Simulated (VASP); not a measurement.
# Hf3SnS4 (P1) in VASP: relaxation of cell and atoms with PBE

Aim: the relaxation of cell and atoms of Hf3SnS4 with PBE.

Program: VASP 6.6.1. These are calculated values, not measurements. Logs are shortened: lines on timing, memory, paths and dates and some standing lists are left out, and cuts for length are marked.

## 1. Starting point

The typed cell holds 8 atoms: a = 3.662 Å, b = 3.648 Å, c = 17.593 Å, α = 89.60°, β = 89.49°, γ = 120.91°.

The cell was built by a generator and needn't be a form met in nature.

## 2. Relaxation of cell and atoms, PBE

File INCAR:

```
SYSTEM = Hf3SnS4
  PREC = Normal
  ENCUT = 520
  EDIFF = 1E-5
  ISMEAR = 0
  SIGMA = 0.15
  LREAL = Auto
  LASPH = .TRUE.
  NELM = 80
  ALGO = Fast
  ISIF = 3
  LWAVE = .FALSE.
  LCHARG = .FALSE.
  GGA = PE
  IBRION = 2
  NSW = 110
  EDIFFG = -0.03
  ISYM = 0
  KPAR = 4
```

File KPOINTS:

```
regular mesh
0
G
  7 7 2
  0 0 0
```

File POSCAR:

```
Hf3SnS4
1.0
    3.6618753300     -0.0247249500      0.0160997000
   -1.8523506100      3.1421934700      0.0128059200
    0.0791155900      0.1183422700     17.5922701700
Hf Sn S
3 1 4
Direct
    0.0098825500      0.0405499000      0.0141941500
    0.5768388100      0.3260178800      0.6215161000
    0.3487806000      0.6822528900      0.3700230900
    0.0007734100      0.9943977500      0.5018288800
    0.6221305500      0.3509174100      0.9224957400
    0.3677410500      0.7057124300      0.0858504700
    0.4169340000      0.7055075500      0.6994040000
    0.6786834200      0.4136338200      0.2811912200
```

Potentials or basis: VASP PAW PBE potentials, release 64 (Hf_pv, Sn_d, S).

Launch:

```sh
cat potpaw_PBE.64/Hf_pv/POTCAR potpaw_PBE.64/Sn_d/POTCAR potpaw_PBE.64/S/POTCAR > POTCAR
mpirun -np 4 vasp_std > vasp.out
```

OUTCAR:

```text
SYSTEM = Hf3SnS4
   PREC = Normal
   ENCUT = 520
   EDIFF = 1E-5
   ISMEAR = 0
   LREAL = Auto
   LASPH = .TRUE.
   NELM = 80
   ISIF = 3
   GGA = PE
   IBRION = 2
   NSW = 110
   EDIFFG = -0.03
   ISYM = 0

 ion  position               nearest neighbor table
   1  0.010  0.041  0.014-   6 2.36   6 2.45   5 2.49   6 2.54   5 2.72   5 2.75
   2  0.577  0.326  0.622-   7 2.23   7 2.43   4 2.80   4 2.96   7 3.00   4 3.20
   3  0.349  0.682  0.370-   8 2.46   8 2.65   8 2.76   4 3.12   4 3.13   4 3.14
   4  0.001  0.994  0.502-   2 2.80   2 2.96   3 3.12   3 3.13   3 3.14   2 3.20
   5  0.622  0.351  0.922-   1 2.49   1 2.72   1 2.75
   6  0.368  0.706  0.086-   1 2.36   1 2.45   1 2.54
   7  0.417  0.706  0.699-   2 2.23   2 2.43   2 3.00
   8  0.679  0.414  0.281-   3 2.46   3 2.65   3 2.76

IMPORTANT INFORMATION: All symmetrisations will be switched off!
NOSYMM: (Re-)initialisation of all symmetry stuff for point group C_1.

----------------------------------------------------------------------------------------

                                     Primitive cell

  volume of cell :     201.6035

  direct lattice vectors                    reciprocal lattice vectors
     3.661875330 -0.024724950  0.016099700     0.274185743  0.161644357 -0.002320435
    -1.852350610  3.142193470  0.012805920     0.002166993  0.319535284 -0.002159242
     0.079115590  0.118342270 17.592270170    -0.000252501 -0.000380529  0.056846842

  length of vectors
     3.661994191  3.647567213 17.592846100     0.318295624  0.319549927  0.056848677

  position of ions in fractional coordinates (direct lattice)
     0.009882550  0.040549900  0.014194150
     0.576838810  0.326017880  0.621516100
     0.348780600  0.682252890  0.370023090
     0.000773410  0.994397750  0.501828880
     0.622130550  0.350917410  0.922495740
     0.367741050  0.705712430  0.085850470
     0.416934000  0.705507550  0.699404000
     0.678683420  0.413633820  0.281191220

  ion indices of the primitive-cell ions
   primitive index   ion index
                 1           1
                 2           2
                 3           3
                 4           4
                 5           5
                 6           6
                 7           7
                 8           8

----------------------------------------------------------------------------------------

 KPOINTS: regular mesh

Automatic generation of k-mesh.
 Grid dimensions read from file:
 generate k-points for:    7    7    2

 Generating k-lattice:

  Cartesian coordinates                     Fractional coordinates (reciprocal lattice)
[... 81 lines left out ...]
  volume/ion in A,a.u.               =      25.20       170.06
  Fermi-wavevector in a.u.,A,eV,Ry     =   1.139581  2.153495 17.669130  1.298644
  Thomas-Fermi vector in A             =   2.276284
   LORBIT       =      0    0 simple, 1 ext, 2 COOP (PROOUT), +10 PAW based schemes
   GGA     = PE    functional components
   LHFCALC =     F    Hartree Fock is set to
   AEXX    =    0.0000 exact exchange contribution
   IVDW    =     0    specifies the selected vdW correction
   LEPSILON=     F    determine dielectric tensor
   LRPA    =     F    only Hartree local field effects (RPA)
 conjugate gradient relaxation of ions
 non-spin polarized calculation
 RMM-DIIS sequential band-by-band and
 Gauss-broadening in eV      SIGMA  =   0.15
  energy-cutoff  :      520.00
  volume of cell :      201.60
 maximum number of plane-waves:      5454
   NGX = 13   NGY = 13   NGZ = 65

--------------------------------------- Ionic step        1  -------------------------------------------

 number of electron      67.9999991 magnetization

 Free energy of the ion-electron system (eV)
  ---------------------------------------------------
  ext. energy  EPLUGINS =         0.00000000
  ---------------------------------------------------
  free energy    TOTEN  =       -58.31712166 eV

  energy without entropy =      -58.27869946  energy(sigma->0) =      -58.29791056

------------------------ aborting loop because EDIFF is reached ----------------------------------------

  FORCE on cell =-STRESS in cart. coord.  units (eV):
  Direction    XX          YY          ZZ          XY          YZ          ZX
  --------------------------------------------------------------------------------------
  -------------------------------------------------------------------------------------
  Total        0.8159088      1.4830345      0.4599145     -0.9393213      0.7898989     -7.0823430
  in kB        6.4841663     11.7859285      3.6550191     -7.4649470      6.2774616    -56.2845901
  external PRESSURE =       7.3083713 kB  Pullay stress =       0.0000000 kB
[... 107 lines left out ...]
  FREE ENERGIE OF THE ION-ELECTRON SYSTEM (eV)
  ---------------------------------------------------
  free  energy   TOTEN  =       -59.2449396302 eV

  energy  without entropy=      -59.2098624713  energy(sigma->0) =      -59.22740105

 E-fermi :   4.4036     XC(G=0):  -9.4210

 val. band max:        4.3513376131   @ k =   0.0000   0.2857   0.5000
 cond. band min:       4.4185196199   @ k =   0.4286   0.0000   0.5000
 fundamental gap:      0.0671820069
 Fermi energy:         4.4036348297

 k-point     1 :       0.0000    0.0000    0.0000
  band No.  band energies     occupation
      1     -27.3808      2.00000
      2     -27.3053      2.00000
      3     -27.2817      2.00000
      4     -27.2742      2.00000
      5     -27.2215      2.00000
      6     -27.2101      2.00000
[... 1021 lines left out ...]
     39       6.2430      0.00000
     40       6.5279      0.00000

 [... further k-points ...]

[... ionic steps 4 to 30 ...]

--------------------------------------- Ionic step       31  -------------------------------------------

 number of electron      68.0000020 magnetization

------------------------ aborting loop because EDIFF is reached ----------------------------------------
[... 79 lines left out ...]
--------------------------------------- Ionic step       33  -------------------------------------------

 number of electron      68.0000021 magnetization

 Free energy of the ion-electron system (eV)
  ---------------------------------------------------
  ext. energy  EPLUGINS =         0.00000000
  ---------------------------------------------------
  free energy    TOTEN  =       -59.74691281 eV

  energy without entropy =      -59.69131700  energy(sigma->0) =      -59.71911491

 E-fermi :   4.4150     XC(G=0):  -9.4201

 val. band max:        4.3396712210   @ k =   0.4286   0.0000   0.5000
 cond. band min:       4.4210233009   @ k =  -0.2857   0.2857   0.0000
 fundamental gap:      0.0813520799
 Fermi energy:         4.4150302914

 k-point     1 :       0.0000    0.0000    0.0000
  band No.  band energies     occupation
      1     -27.3311      2.00000
      2     -27.2637      2.00000
      3     -27.2566      2.00000
      4     -27.2241      2.00000
      5     -27.2238      2.00000
      6     -27.1575      2.00000
[... 1058 lines left out ...]
  FREE ENERGIE OF THE ION-ELECTRON SYSTEM (eV)
  ---------------------------------------------------
  free  energy   TOTEN  =       -59.7469128117 eV

  energy  without entropy=      -59.6913170037  energy(sigma->0) =      -59.71911491

 reached required accuracy - stopping structural energy minimisation
```

Wall time 12 min (4 MPI ranks of Intel Xeon Platinum 8488C (Sapphire Rapids), shared host); peak memory 0.38 GiB.

What came out:

```
Free energy                            : -59.7469 eV
Relaxed volume                         : 24.73 Å³/atom
Relaxed cell                           : a = 3.614 Å, b = 3.615 Å, c = 17.496 Å, α = 88.82°, β = 91.05°, γ = 120.05°
Space group after relaxing (to 0.05 Å) : Cm (No. 8)
Energy gained by relaxing              : 178.7 meV/atom
Ionic steps                            : 33
Pressure after relaxing                : 0.1 GPa
Largest force after relaxing           : 0.026 eV/Å
Band gap on the k mesh                 : none (metal or under the smearing width)
```

Forces on the atoms (eV/Å):
```
Hf  -0.011 -0.006 -0.006
Hf   0.014 -0.006 -0.004
Hf  -0.013  0.012  0.000
Sn  -0.002 -0.021  0.015
S   -0.006  0.005 -0.020
S    0.012  0.007  0.004
S   -0.006  0.008 -0.004
S    0.011  0.001  0.015
```

Stress tensor (GPa, compression positive):
```
 0.06 -0.02  0.01
-0.02  0.00  0.04
 0.01  0.04  0.10
```

Step by step:
```tsv
step	energy change (eV)	largest force (eV/Å)	pressure (GPa)	volume (Å³)
1	0.0000	2.9880	0.73	201.60
2	-0.8952	1.9057	-2.80	204.59
3	-0.9278	1.7123	-2.59	204.09
4	-1.1858	1.0109	2.62	193.35
5	-1.1945	1.0858	1.75	194.89
6	-1.3544	0.4558	0.02	197.75
7	-1.3580	0.5403	-0.24	198.29
8	-1.4009	0.3416	-0.19	197.87
9	-1.4035	0.2790	-0.15	197.74
10	-1.4153	0.1541	0.19	196.99
11	-1.4166	0.1388	0.26	196.72
12	-1.4166	0.1493	0.31	196.62
13	-1.4203	0.1294	-0.34	197.77
14	-1.4203	0.1134	-0.29	197.66
15	-1.4238	0.1001	-0.06	197.26
16	-1.4242	0.1010	-0.01	197.08
17	-1.4258	0.0468	0.17	196.92
18	-1.4264	0.0599	0.27	196.76
19	-1.4273	0.0499	0.05	197.24
20	-1.4275	0.0614	0.00	197.48
21	-1.4270	0.1088	-0.27	197.96
22	-1.4274	0.0669	-0.12	197.57
23	-1.4275	0.0654	-0.08	197.52
24	-1.4279	0.0593	-0.02	197.60
25	-1.4282	0.0913	-0.08	197.83
26	-1.4283	0.0784	-0.10	197.77
27	-1.4288	0.0738	0.05	197.59
28	-1.4289	0.0625	0.18	197.42
29	-1.4293	0.0507	0.21	197.57
30	-1.4293	0.0649	0.00	198.01
31	-1.4296	0.0446	0.04	197.83
32	-1.4295	0.0493	0.07	197.69
33	-1.4298	0.0263	0.05	197.85
```

Final structure:
```xyz
8
Lattice="3.6142 -0.0012 -0.0339 -1.8090 3.1300 0.0382 -0.1562 0.1114 17.4951" Properties=species:S:1:pos:R:3 pbc="T T T"
Hf   -0.0614    0.1118    0.1190
Hf    1.7133    1.1561   10.8770
Hf   -0.1160    2.2249    6.4577
Sn   -0.1003    0.1288    8.6645
S     1.5739    1.2742   16.1461
S    -0.0543    2.1861    1.5927
S    -0.0778    2.1871   12.2732
S     1.6748    1.1923    5.0622
```

Levels at points of the mesh, in eV from the Fermi level:
```tsv
k point	band 30	band 31	band 32	band 33	band 34	band 35	band 36	band 37	band 38	band 39
(0.00, 0.00, 0.00)	-1.88	-1.13	-1.12	0.96	0.97	0.98	0.98	1.04	1.05	1.07
(0.00, 0.00, 0.50)	-2.06	-1.13	-1.12	0.96	0.96	0.98	0.98	1.04	1.07	1.18
```
